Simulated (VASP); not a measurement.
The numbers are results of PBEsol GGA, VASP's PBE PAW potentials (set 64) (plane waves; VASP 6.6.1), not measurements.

Input for VASP

**POSCAR**
```
Ru
1.0
  1.2998171714  -2.2513495919   0.0000000000
  1.2998171714   2.2513495919   0.0000000000
  0.0000000000   0.0000000000   4.1118796783
Ru
2
direct
  0.3333330000   0.6666670000   0.2500000000
  0.6666670000   0.3333330000   0.7500000000
```

**INCAR**
```
SYSTEM=Ru
PREC=Accurate; ENCUT=500; LREAL=.FALSE.
LASPH=.TRUE.
EDIFF=1E-6; NELM=100; ALGO=Normal
LMAXMIX=4
ISMEAR=1; SIGMA=0.1
GGA=PS
IBRION=2; NSW=40; ISIF=3
EDIFFG=-0.02; PSTRESS=450
LWAVE=.FALSE.; LCHARG=.FALSE.
```

### KPOINTS
```
K-points
0
gamma
  16 16 9
```

POTCAR, in this order: Ru_pv (PBE.64 set). Program: vasp_std.

What VASP printed:

**OSZICAR**
```
       N       E                     dE             d eps       ncg     rms          rms(c)
DAV:   1     0.280430009147E+03    0.28043E+03   -0.17694E+04  5410   0.171E+03
DAV:   2    -0.149606458251E+02   -0.29539E+03   -0.28963E+03  5692   0.496E+02
DAV:   3    -0.213821526076E+02   -0.64215E+01   -0.62610E+01  5624   0.796E+01
DAV:   4    -0.214493343452E+02   -0.67182E-01   -0.66667E-01  6754   0.701E+00
DAV:   5    -0.214502129798E+02   -0.87863E-03   -0.87856E-03  5834   0.725E-01    0.257E+01
DAV:   6    -0.201645714370E+02    0.12856E+01   -0.29393E+00  5474   0.186E+01    0.826E+00
DAV:   7    -0.200278718275E+02    0.13670E+00   -0.40868E-01  5590   0.635E+00    0.148E+00
DAV:   8    -0.200160844093E+02    0.11787E-01   -0.12514E-02  5534   0.141E+00    0.875E-02
DAV:   9    -0.200161560948E+02   -0.71686E-04   -0.50864E-04  7126   0.232E-01    0.449E-02
DAV:  10    -0.200161733231E+02   -0.17228E-04   -0.16168E-05  5682   0.400E-02    0.476E-03
DAV:  11    -0.200161745052E+02   -0.11821E-05   -0.16907E-06  3614   0.145E-02    0.338E-03
DAV:  12    -0.200161739843E+02    0.52095E-06   -0.15554E-07  2900   0.420E-03
   1 F= -.13256939E+02 E0= -.13257027E+02  d E =-.132569E+02
```

File OUTCAR:
```
------------------------ aborting loop because EDIFF is reached ----------------------------------------
  FORCE on cell =-STRESS in cart. coord.  units (eV):
  Direction    XX          YY          ZZ          XY          YZ          ZX
  --------------------------------------------------------------------------------------
  Total        6.7838448      6.7838460      6.7800052      0.0000000      0.0000000      0.0000000
  in kB      451.6384230    451.6385075    451.3828039      0.0000000      0.0000000      0.0000000
  external PRESSURE =       1.5532448 kB  Pullay stress =     450.0000000 kB
  volume of cell :       24.07
      direct lattice vectors                 reciprocal lattice vectors
     1.299817171 -2.251349592  0.000000000     0.384669484 -0.222089009  0.000000000
     1.299817171  2.251349592  0.000000000     0.384669484  0.222089009  0.000000000
     0.000000000  0.000000000  4.111879678     0.000000000  0.000000000  0.243197778
 POSITION                                       TOTAL-FORCE (eV/Angst)
 -----------------------------------------------------------------------------------
      1.29982      0.75045      1.02797        -0.000000      0.000000      0.000000
      1.29982     -0.75045      3.08391         0.000000     -0.000000      0.000000
 -----------------------------------------------------------------------------------
    total drift:                               -0.000007      0.000451     -0.000045
  FREE ENERGIE OF THE ION-ELECTRON SYSTEM (eV)
  ---------------------------------------------------
  free  energy   TOTEN  =       -20.0161739843 eV

  energy  without entropy=      -20.0164378377  energy(sigma->0) =      -20.01626194
  enthalpy is  TOTEN    =       -13.2569391884 eV   P V=        6.7592347958

 reached required accuracy - stopping structural energy minimisation
```
(Selected blocks of OUTCAR.)

### OUTCAR
```
 val. band max:       15.0563715529   @ k =   0.4375   0.1250   0.4444

 cond. band min:      15.0873851156   @ k =   0.2500   0.0625   0.2222


 Fermi energy:        15.0633345785

 k-point     1 :       0.0000    0.0000    0.0000
  band No.  band energies     occupation
      1     -29.1106      2.00000
      2     -27.7248      2.00000
      3     -27.7248      2.00000
      4     -27.4775      2.00000
      5     -27.4775      2.00000
      6     -27.4111      2.00000
      7       6.2545      2.00000
      8       7.7693      2.00000
      9      11.8936      2.00000
     10      11.8936      2.00000
     11      12.1260      2.00000
     12      12.7300      2.00000
     13      12.7300      2.00000
     14      13.3656      2.00000
     15      13.3656      2.00000
     16      16.4556     -0.00000
     17      16.4556     -0.00000
     18      16.4762     -0.00000

 k-point     2 :       0.0625   -0.0000    0.0000
  band No.  band energies     occupation
      1     -29.0908      2.00000
      2     -27.7682      2.00000
      3     -27.7394      2.00000
      4     -27.5226      2.00000
      5     -27.4830      2.00000
      6     -27.4201      2.00000
      7       6.4207      2.00000
      8       7.8995      2.00000
      9      11.5544      2.00000
     10      12.0333      2.00000
     11      12.4195      2.00000
     12      12.6523      2.00000
     13      12.8599      2.00000
     14      13.1873      2.00000
     15      13.2546      2.00000
     16      15.0475      1.26435
     17      16.5294     -0.00000
     18      18.1088      0.00000

 k-point     3 :       0.1250   -0.0000    0.0000
  band No.  band energies     occupation
      1     -29.0331      2.00000
      2     -27.8917      2.00000
      3     -27.7799      2.00000
      4     -27.6494      2.00000
      5     -27.4996      2.00000
      6     -27.4474      2.00000
      7       6.8911      2.00000
      8       8.2426      2.00000
      9      11.0836      2.00000
...
```

The compound is Ru in the hcp structure. It was relaxed first under an external pressure of 45 GPa.
